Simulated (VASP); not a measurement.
Computed with optB86b-vdW, VASP's PBE PAW potentials (set 64) (plane waves; VASP).

The input files of a VASP run:

**POSCAR**
```
HfB2
1
    1.5613703815    -2.7043730586    -0.0000000000
    1.5613703815     2.7043730586    -0.0000000000
   -0.0000000000    -0.0000000000     3.4547709102
Hf B
1 2
Direct
  0.0000000000   1.0000000000   0.0000000000
  0.3333330000   0.6666670000   0.5000000000
  0.6666670000   0.3333330000   0.5000000000
```

### KPOINTS
```
Automatic
0
G
 10 10 8
```

INCAR:
```
# general
SYSTEM    =  HfB2
PREC      =  Accurate
ENCUT     =  520
LREAL     =  .FALSE.
LASPH     =  .TRUE.

# electronic loop
EDIFF     =  1E-6
NELM      =  100
ALGO      =  Normal
LMAXMIX   =  6

# smearing
ISMEAR    =  1
SIGMA     =  0.1

# functional
GGA       =  MK
LUSE_VDW  =  .TRUE.
AGGAC     =  0.0
PARAM1    =  0.1234
PARAM2    =  1.0

# ions
IBRION    =  2
NSW       =  60
ISIF      =  3
EDIFFG    =  -0.02

# output
LWAVE     =  .FALSE.
LCHARG    =  .FALSE.
```

POTCAR, in this order: Hf_pv B (PBE.64 set). Program: vasp_std.

Unless said otherwise, spin-orbit coupling is left out, though it shifts the bands of the heavy elements here.

### Question
Predict the energy per atom (σ→0), volume per atom, band gap (on the k-mesh).

### Answer

```json
{
 "energy per atom (σ→0)": "-7.658 eV/atom",
 "band gap (on the k-mesh)": "none (metal, semimetal or under 0.01 eV)",
 "volume_per_atom": "9.89 Å^3/atom"
}
```

### OSZICAR
```
...
   3 F= -.22973474E+02 E0= -.22973299E+02  d E =-.650443E-02
       N       E                     dE             d eps       ncg     rms          rms(c)
DAV:   1    -0.229738632839E+02   -0.38960E-03   -0.17662E-02  1784   0.116E+00    0.149E-01
DAV:   2    -0.229737293282E+02    0.13396E-03   -0.22917E-04  2056   0.135E-01    0.642E-02
DAV:   3    -0.229736724004E+02    0.56928E-04   -0.58620E-05  2032   0.609E-02    0.197E-02
DAV:   4    -0.229736690514E+02    0.33490E-05   -0.68708E-06  2172   0.213E-02    0.124E-02
DAV:   5    -0.229736690115E+02    0.39902E-07   -0.30658E-07   996   0.460E-03
   4 F= -.22973669E+02 E0= -.22973497E+02  d E =-.194758E-03
```

The compound is HfB2 in the AlB2 type structure. This run relaxes it. Symmetry was kept, so distortions that lower it aren't found.
